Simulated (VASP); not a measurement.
Data:

```
SnSe2
1.0
    3.84190     0.00000     0.00000
   -1.92095     3.32718     0.00000
    0.00000     0.00000     6.48588
Sn Se
1 2
Cartesian
  0.00000   0.00000   0.00000
  1.92095   1.10906   4.91046
  0.00000   2.21812   1.57542
```

Level of theory: PBE GGA, VASP's PBE PAW potentials (set 64) (plane waves; VASP 6.6.1). Settings: PREC = Normal, 500 eV cut-off, 4×4×2 Γ-centred mesh, Gaussian smearing of 0.010 eV, potentials Sn_d_GW Se_GW.

### Question
Give the force on each atom (eV/Å).

### Answer

```json
[
 {"atom": "Sn1", "Fx": "0.000", "Fy": "0.000", "Fz": "0.000"},
 {"atom": "Se2", "Fx": "0.000", "Fy": "0.000", "Fz": "-0.206"},
 {"atom": "Se3", "Fx": "0.000", "Fy": "0.000", "Fz": "0.206"}
]
```

### Question
Give the stress tensor in GPa (positive for a compressed cell).

### Answer

```
2.57  0.00  0.00
0.00  2.57  0.00
0.00  0.00  1.52
```
The pressure is its mean diagonal, 2.22 GPa.

The structure comes from a computed database's SnSe2 entry (P-3m1); how it stands against other phases isn't given here. The cell was not relaxed at this level. The k-mesh is coarse (spacing up to 0.48 per Å, 2π included), so the numbers may not be converged in it.
